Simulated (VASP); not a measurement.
Method: PBE GGA, VASP's PBE PAW potentials (set 64) (plane waves; VASP).

VASP ran on this input.

File KPOINTS:
```
Automatic mesh
0
Gamma
9 9 2
0 0 0
```

### INCAR
```
! general
SYSTEM   =  MoS2
PREC     =  Accurate
ENCUT    =  480
LREAL    =  .FALSE.
LASPH    =  .TRUE.

! electronic loop
EDIFF    =  1E-6
NELM     =  100
ALGO     =  Normal
LMAXMIX  =  4

! smearing
ISMEAR   =  0
SIGMA    =  0.05

! functional
GGA      =  PE

! ions
IBRION   =  2
NSW      =  60
ISIF     =  3
EDIFFG   =  -0.01

! output
LWAVE    =  .FALSE.
LCHARG   =  .FALSE.
```

**POSCAR**
```
MoS2
1
    3.1845996021     0.0000000000     0.0000000000
   -1.5922998010     2.7579438746    -0.0000000000
   -0.0000000000    -0.0000000000    14.1850859647
Mo S
2 4
Direct
  0.6666670000   0.3333330000   0.7500000000
  0.3333330000   0.6666670000   0.2500000000
  0.6666670000   0.3333330000   0.3601196525
  0.3333330000   0.6666670000   0.8601196525
  0.3333330000   0.6666670000   0.6398803475
  0.6666670000   0.3333330000   0.1398803475
```

POTCAR, in this order: Mo_sv S (PBE.64 set). Program: vasp_std.

Without a dispersion term in the relaxation, distances and binding between the weakly bound layers, chains or molecules are unreliable, and so is what depends on them.

Question: Predict the energy per atom (σ→0), band gap (on the k-mesh).

Answer: 
- energy per atom (σ→0) = -7.285 eV/atom
- band gap (on the k-mesh) = 1.38 eV

File OSZICAR:
```
...
DAV:  10    -0.437129283202E+02    0.80741E-02   -0.66044E-02  1828   0.141E+00    0.321E-01
DAV:  11    -0.437129660149E+02   -0.37695E-04   -0.27234E-03  1859   0.305E-01    0.155E-01
DAV:  12    -0.437128932218E+02    0.72793E-04   -0.76797E-04  1914   0.141E-01    0.469E-02
DAV:  13    -0.437129260599E+02   -0.32838E-04   -0.20424E-04  1859   0.739E-02    0.225E-02
DAV:  14    -0.437129297657E+02   -0.37057E-05   -0.19448E-05  1870   0.263E-02    0.679E-03
DAV:  15    -0.437129313333E+02   -0.15676E-05   -0.38061E-06  1706   0.875E-03    0.454E-03
DAV:  16    -0.437129311922E+02    0.14106E-06   -0.12749E-06  1303   0.674E-03
   1 F= -.43712931E+02 E0= -.43712931E+02  d E =-.437129E+02
```

The compound is MoS2 in the 2H layered structure. It was relaxed first, which changed the volume by +17 %. The start is the result of an earlier pass.
